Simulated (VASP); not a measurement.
# Fe2O3 (Hematite): how cutoff and mesh change the relaxed cell

Aim: test the relaxed volume of Fe2O3 (Hematite) against cutoff and mesh. The starting structure is a measured crystal structure from the Crystallography Open Database. The first relaxation on each setting starts from this cell expanded by 3 % in volume.

Method: Kohn-Sham DFT with plane waves and PAW; PBEsol, in VASP 6.6.1.

### 1. Set-up

The structure is trigonal, space group R-3c (No. 167). The conventional cell has a = 5.038 Å, b = 5.038 Å, c = 13.772 Å, α = 90.00°, β = 90.00°, γ = 120.00°. Fe has 6 O at 1.95 to 2.12 Å nearest. Nearest to O lie 4 Fe at 1.95 to 2.12 Å. Farther neighbours and most contacts between anions are not listed.

### 2. Reference relaxation

This run starts from the cell of an earlier relaxation, which isn't shown; the restart sets up the plane waves anew.

INCAR

```
SYSTEM = Fe2O3
PREC = Accurate
ENCUT = 520
EDIFF = 1E-06
NELM = 100
ISMEAR = 0
SIGMA = 0.03
LREAL = .FALSE.
ALGO = Normal
GGA = PS
NBANDS = 49
ISPIN = 2
MAGMOM = 3 -3 3 -3 0 0 0 0 0 0
LASPH = .TRUE.
LMAXMIX = 4
LORBIT = 11
LWAVE = .FALSE.
LCHARG = .FALSE.
KPAR = 16
IBRION = 2
NSW = 50
ISIF = 3
EDIFFG = -0.006
```

POSCAR

```
Fe2O3
1.0
    2.4610984936      1.4209158778      4.5490620550
   -2.4610984936      1.4209158778      4.5490620550
    0.0000000000     -2.8418317556      4.5490620550
Fe O
4 6
Direct
    0.3547264730      0.3547264730      0.3547264730
    0.1452735270      0.1452735270      0.1452735270
    0.6452735270      0.6452735270      0.6452735270
    0.8547264730      0.8547264730      0.8547264730
    0.5590521488      0.2500000000      0.9409478512
    0.2500000000      0.9409478512      0.5590521488
    0.9409478512      0.5590521488      0.2500000000
    0.4409478512      0.7500000000      0.0590521488
    0.7500000000      0.0590521488      0.4409478512
    0.0590521488      0.4409478512      0.7500000000
```

KPOINTS

```
Automatic mesh
0
Gamma
6 6 6
0 0 0
```

PAW data sets: Fe and O (PBE family, release 64).

Started as:

```bash
mpirun -np 16 vasp_std
```

The program printed:

```text
[banner, memory and clock lines left out]
running   16 mpi-ranks, on    1 nodes
 distrk:  each k-point on    1 cores,   16 groups
 distr:  one band on    1 cores,    1 groups

 POSCAR found type information on POSCAR FeO
 POSCAR found :  2 types and      10 ions
|                                                                             |
|           W    W    AA    RRRRR   N    N  II  N    N   GGGG   !!!           |
|           W    W   A  A   R    R  NN   N  II  NN   N  G    G  !!!           |
|           W    W  A    A  R    R  N N  N  II  N N  N  G       !!!           |
|           W WW W  AAAAAA  RRRRR   N  N N  II  N  N N  G  GGG   !            |
|           WW  WW  A    A  R   R   N   NN  II  N   NN  G    G                |
|           W    W  A    A  R    R  N    N  II  N    N   GGGG   !!!           |
|                                                                             |
|     For optimal performance we recommend to set                             |
|       NCORE = 2 up to number-of-cores-per-socket                            |
|     NCORE specifies how many cores store one orbital (NPAR=cpu/NCORE).      |
|     This setting can greatly improve the performance of VASP for DFT.       |
|     The default, NCORE=1 might be grossly inefficient on modern             |
|     multi-core architectures or massively parallel machines. Do your        |
|     Unfortunately you need to use the default for GW and RPA                |
|     calculations (for HF NCORE is supported but not extensively tested      |
|     yet).                                                                   |
|                                                                             |

|                                                                             |
|               ----> ADVICE to this user running VASP <----                  |
|                                                                             |
|     You enforced a specific xc type in the INCAR file but a different       |
|     [... a line on the potential file left out ...]
|     I HOPE YOU KNOW WHAT YOU ARE DOING!                                     |
|                                                                             |

 LDA part: xc-table for (Slater+PW92), standard interpolation
 POSCAR, INCAR and KPOINTS ok, starting setup
 FFT: planning ... GRIDC
 FFT: planning ... GRID_SOFT
 FFT: planning ... GRID
 WAVECAR not read
 entering main loop
       N       E                     dE             d eps       ncg     rms          rms(c)
DAV:   1     0.803281850996E+03    0.80328E+03   -0.30797E+04  6280   0.166E+03
DAV:   2     0.371414136505E+02   -0.76614E+03   -0.69720E+03  6508   0.432E+02
DAV:   3    -0.915787154391E+02   -0.12872E+03   -0.11977E+03  7405   0.199E+02
DAV:   4    -0.986790976961E+02   -0.71004E+01   -0.70168E+01  7576   0.498E+01
DAV:   5    -0.989130303575E+02   -0.23393E+00   -0.23340E+00  7648   0.842E+00    0.475E+01
DAV:   6    -0.893551776761E+02    0.95579E+01   -0.12749E+02  8514   0.126E+02    0.564E+01
DAV:   7    -0.803068319003E+02    0.90483E+01   -0.59617E+01  7771   0.130E+02    0.262E+01
DAV:   8    -0.806485101106E+02   -0.34168E+00   -0.12006E+01  9279   0.264E+01    0.174E+01
DAV:   9    -0.799939527604E+02    0.65456E+00   -0.55550E+00 11464   0.457E+01    0.113E+01
DAV:  10    -0.801052852207E+02   -0.11133E+00   -0.15769E+00  9659   0.160E+01    0.680E+00
DAV:  11    -0.799601768133E+02    0.14511E+00   -0.69191E-01 11072   0.176E+01    0.555E-01
DAV:  12    -0.799823002864E+02   -0.22123E-01   -0.21885E-01  7702   0.274E+00    0.574E-01
DAV:  13    -0.799805161662E+02    0.17841E-02   -0.38007E-03  7540   0.535E-01    0.480E-01
DAV:  14    -0.799784774795E+02    0.20387E-02   -0.17825E-02  9045   0.703E-01    0.180E-01
DAV:  15    -0.799783262201E+02    0.15126E-03   -0.10064E-03  7677   0.265E-01    0.898E-02
DAV:  16    -0.799782794786E+02    0.46742E-04   -0.37681E-04  8023   0.969E-02    0.348E-02
DAV:  17    -0.799782797099E+02   -0.23130E-06   -0.18004E-05  7575   0.430E-02    0.240E-02
DAV:  18    -0.799782775077E+02    0.22022E-05   -0.34944E-06  5983   0.334E-02    0.795E-03
DAV:  19    -0.799782769681E+02    0.53956E-06   -0.40577E-06  5360   0.177E-02
   1 F= -.79978277E+02 E0= -.79978277E+02  d E =-.799783E+02  mag=     0.0000
 curvature:   0.00 expect dE= 0.000E+00 dE for cont linesearch  0.000E+00
 trial: gam= 0.00000 g(F)=  0.113E-04 g(S)=  0.152E-04 ort = 0.000E+00 (trialstep = 0.100E+01)
 search vector abs. value=  0.264E-04
 bond charge predicted
       N       E                     dE             d eps       ncg     rms          rms(c)
DAV:   1    -0.799783369998E+02   -0.59492E-04   -0.49278E-03  6546   0.461E-01    0.723E-02
DAV:   2    -0.799782907301E+02    0.46270E-04   -0.26030E-04  7623   0.116E-01    0.434E-02
DAV:   3    -0.799782881503E+02    0.25798E-05   -0.25499E-05  9622   0.348E-02    0.223E-02
DAV:   4    -0.799782868435E+02    0.13068E-05   -0.73447E-06  7181   0.507E-02    0.130E-02
DAV:   5    -0.799782862335E+02    0.61007E-06   -0.91609E-07  3698   0.147E-02
   2 F= -.79978286E+02 E0= -.79978286E+02  d E =-.926535E-05  mag=    -0.0000
 trial-energy change:   -0.000009  1 .order   -0.000012   -0.000026    0.000003
 step:   0.9063(harm=  0.9063)  dis= 0.00026  next Energy=   -79.978289 (dE=-0.120E-04)
 reached required accuracy - stopping structural energy minimisation
```

Elapsed: 34 s, on 16 MPI ranks of Intel Xeon 6975P-C (Granite Rapids), shared host; peak memory 7.7 GiB; 8.3 min of CPU time.

The logs omit lines about the potential files and the build; timing stands in the text.

OUTCAR, selected parts (step 2):

```text
ion  position               nearest neighbor table
   1  0.355  0.355  0.355-   9 1.90  10 1.90   8 1.90   7 2.09   5 2.09   6 2.09   2 2.86   3 2.90
                             3 2.90   3 2.90
   2  0.145  0.145  0.145-   8 1.90  10 1.90   9 1.90   7 2.09   5 2.09   6 2.09   1 2.86   4 2.90
                             4 2.90   4 2.90
   3  0.645  0.645  0.645-   6 1.90   7 1.90   5 1.90  10 2.09   9 2.09   8 2.09   4 2.86   1 2.90
                             1 2.90   1 2.90
   4  0.855  0.855  0.855-   5 1.90   7 1.90   6 1.90  10 2.09   9 2.09   8 2.09   3 2.86   2 2.90
                             2 2.90   2 2.90
   5  0.559  0.250  0.941-   4 1.90   3 1.90   1 2.09   2 2.09
   6  0.250  0.941  0.559-   3 1.90   4 1.90   1 2.09   2 2.09
   7  0.941  0.559  0.250-   3 1.90   4 1.90   1 2.09   2 2.09
   8  0.441  0.750  0.059-   2 1.90   1 1.90   3 2.09   4 2.09
   9  0.750  0.059  0.441-   1 1.90   2 1.90   3 2.09   4 2.09
  10  0.059  0.441  0.750-   1 1.90   2 1.90   3 2.09   4 2.09

  LATTYP: Found a trigonal (rhomboedric) cell.
 ALAT       =     5.3637648445
 COS(alpha) =     0.5789355985

 Subroutine GETGRP returns: Found 12 space group operations
 (whereof  6 operations were pure point group operations)

The static configuration has the point symmetry S_6 .
 The point group associated with its full space group is D_3d.

 Found     32 irreducible k-points:

   k-points           NKPTS =     32   k-points in BZ     NKDIM =     32   number of bands    NBANDS=     49

   dimension x,y,z NGX =    40 NGY =   40 NGZ =   40
   dimension x,y,z NGXF=    80 NGYF=   80 NGZF=   80

   ENCUT  =  520.0 eV  38.22 Ry    6.18 a.u.   9.97  9.97  9.97*2*pi/ulx,y,z

   NELECT =      68.0000    total number of electrons

 k-points in reciprocal lattice and weights: Automatic mesh
   0.00000000  0.00000000  0.00000000       0.005
   0.16666667 -0.00000000  0.00000000       0.028
   0.33333333  0.00000000  0.00000000       0.028
   0.50000000  0.00000000  0.00000000       0.014
   0.16666667  0.16666667  0.00000000       0.028
   0.33333333  0.16666667  0.00000000       0.056
   0.50000000  0.16666667  0.00000000       0.056
  -0.33333333  0.16666667 -0.00000000       0.056
  -0.16666667  0.16666667  0.00000000       0.028
[...]
-0.33333333  0.50000000  0.33333333       0.028
   0.50000000  0.50000000  0.50000000       0.005

 average (electrostatic) potential at core
       1 -45.5301       2 -45.5301       3 -45.5301       4 -45.5301       5 -71.0087
       6 -71.0087       7 -71.0087       8 -71.0087       9 -71.0087      10 -71.0087

 E-fermi :   4.8434

 spin component 1
 k-point     1 :       0.0000    0.0000    0.0000
  band No.  band energies     occupation
    ...
     30       2.9074      1.00000
     31       3.7827      1.00000
     32       3.7827      1.00000
     33       4.2755      1.00000
     34       4.2755      1.00000
     35       5.2276      0.00000
     36       5.6008      0.00000
     37       5.6529      0.00000
     38       5.6529      0.00000
     39       5.6745      0.00000
    ...

 k-point     2 :       0.1667   -0.0000    0.0000
  band No.  band energies     occupation
    ...
     30       2.7818      1.00000
     31       3.6619      1.00000
     32       3.8608      1.00000
     33       4.1724      1.00000
     34       4.4264      1.00000
     35       5.2642      0.00000
     36       5.4073      0.00000
     37       5.4952      0.00000
     38       5.6139      0.00000
     39       5.7841      0.00000
    ...

 k-point     3 :       0.3333    0.0000    0.0000
  band No.  band energies     occupation
    ...
     30       2.8146      1.00000
     31       3.7327      1.00000
     32       3.9877      1.00000
     33       4.1875      1.00000
     34       4.4485      1.00000
     35       5.1230      0.00000
     36       5.3177      0.00000
     37       5.4178      0.00000
     38       5.5818      0.00000
     39       5.8168      0.00000
    ...

 k-point     4 :       0.5000    0.0000    0.0000
  band No.  band energies     occupation
    ...
     30       2.8771      1.00000
     31       3.9438      1.00000
     32       4.0070      1.00000
     33       4.3229      1.00000
     34       4.3900      1.00000
     35       5.0517      0.00000
     36       5.0587      0.00000
     37       5.4961      0.00000
     38       5.5591      0.00000
     39       5.9000      0.00000
    ...

 k-point     5 :       0.1667    0.1667    0.0000
  band No.  band energies     occupation
    ...
     30       2.8500      1.00000
     31       3.5348      1.00000
     32       3.9059      1.00000
     33       4.1885      1.00000
     34       4.3930      1.00000
     35       5.2610      0.00000
     36       5.3524      0.00000
     37       5.5962      0.00000
     38       5.6166      0.00000
     39       5.7157      0.00000
    ...

 k-point     6 :       0.3333    0.1667    0.0000
  band No.  band energies     occupation
    ...
     30       2.6187      1.00000
     31       3.5262      1.00000
     32       3.9813      1.00000
     33       4.1535      1.00000
     34       4.3969      1.00000
     35       5.2274      0.00000
     36       5.3325      0.00000
     37       5.5533      0.00000
     38       5.6297      0.00000
     39       5.7560      0.00000
    ...

  Total       -0.0393933     -0.0393933     -0.0105326      0.0000000      0.0000000      0.0000000
  in kB       -0.6609808     -0.6609808     -0.1767265      0.0000000      0.0000000      0.0000000
  external PRESSURE =      -0.4995627 kB  Pullay stress =       0.0000000 kB

  energy-cutoff  :      520.00
  volume of cell :       95.49
      direct lattice vectors                 reciprocal lattice vectors
     2.461283673  1.421022791  4.550193136     0.203146027  0.117286413  0.073256964
    -2.461283673  1.421022791  4.550193136    -0.203146027  0.117286413  0.073256964
     0.000000000 -2.842045583  4.550193136     0.000000000 -0.234572827  0.073256964

 POSITION                                       TOTAL-FORCE (eV/Angst)
 -----------------------------------------------------------------------------------
      0.00000      0.00000      4.84231         0.000000     -0.000000      0.000352
      0.00000      0.00000      1.98298        -0.000000     -0.000000     -0.000352
      0.00000      0.00000      8.80827        -0.000000     -0.000000     -0.000352
      0.00000      0.00000     11.66760         0.000000     -0.000000      0.000352
      0.76081     -1.52428      7.96284         0.001624      0.002813      0.000000
     -1.70047      0.10326      7.96284         0.001624     -0.002813      0.000000
      0.93966      1.42102      7.96284        -0.003248     -0.000000      0.000000
     -0.76081      1.52428      5.68774        -0.001624     -0.002813      0.000000
      1.70047     -0.10326      5.68774        -0.001624      0.002813      0.000000
     -0.93966     -1.42102      5.68774         0.003248     -0.000000      0.000000
 -----------------------------------------------------------------------------------
    total drift:                               -0.000000     -0.000000      0.000000

  FREE ENERGIE OF THE ION-ELECTRON SYSTEM (eV)
  ---------------------------------------------------
  free  energy   TOTEN  =       -79.9782862335 eV

  energy  without entropy=      -79.9782862335  energy(sigma->0) =      -79.97828623

 reached required accuracy - stopping structural energy minimisation

 total charge
# of ion       s       p       d       tot
------------------------------------------
    1        0.392   0.582   6.051   7.024
    2        0.392   0.582   6.051   7.024
    3        0.392   0.582   6.051   7.024
    4        0.392   0.582   6.051   7.024
    5        1.568   3.422   0.000   4.990
    6        1.568   3.422   0.000   4.990
    7        1.568   3.422   0.000   4.990
    8        1.568   3.422   0.000   4.990
    9        1.568   3.422   0.000   4.990
   10        1.568   3.422   0.000   4.990
--------------------------------------------------
tot         10.974  22.859  24.203  58.036

 magnetization (x)
# of ion       s       p       d       tot
------------------------------------------
    1        0.006   0.010   3.332   3.348
    2       -0.006  -0.010  -3.332  -3.348
    3        0.006   0.010   3.332   3.348
    4       -0.006  -0.010  -3.332  -3.348
    5        0.000   0.000   0.000   0.000
    6        0.000   0.000   0.000   0.000
    7        0.000   0.000   0.000   0.000
    8        0.000   0.000   0.000   0.000
    9        0.000   0.000   0.000   0.000
   10        0.000   0.000   0.000   0.000
--------------------------------------------------
tot          0.000   0.000  -0.000  -0.000

[... 2 further parts left out ...]
```

CONTCAR:

```
Fe2O3
   1.00000000000000
     2.4612836733328982    1.4210227913686413    4.5501931358841938
    -2.4612836733328982    1.4210227913686413    4.5501931358841938
     0.0000000000000000   -2.8420455827372826    4.5501931358841938
  Fe              O
     4     6
Direct
     0.3547329516388867    0.3547329516388867    0.3547329516388867
     0.1452670483611133    0.1452670483611133    0.1452670483611133
     0.6452670483611134    0.6452670483611134    0.6452670483611134
     0.8547329516388866    0.8547329516388866    0.8547329516388866
     0.5591114937474224    0.2500000000000000    0.9408885062525776
     0.2500000000000000    0.9408885062525776    0.5591114937474224
     0.9408885062525776    0.5591114937474224    0.2500000000000000
     0.4408885062525775    0.7500000000000000    0.0591114937474224
     0.7500000000000000    0.0591114937474224    0.4408885062525775
     0.0591114937474224    0.4408885062525775    0.7500000000000000
```

The PAW data sets were made with PBE, which is usual practice but a small mismatch for other functionals. The run keeps the 12 symmetry operations of its start, so it cannot find a distortion of lower symmetry.

The reference relaxation ends at 9.549 Å³ an atom.

(Part 1 of 3 ends here.)

[Lines on the potential files, build, host, timing and source positions are cut from VASP's logs without a mark.]

[Logs are printed without paths, hosts, clocks, repeated set-up lines and the standing remarks that a program may print on its own settings, such as how far it seeks lower states.]

[Hosts, paths, dates, database ids (printed as entryN), source tags and the programs' standing remarks are cut or masked in the printed files.]
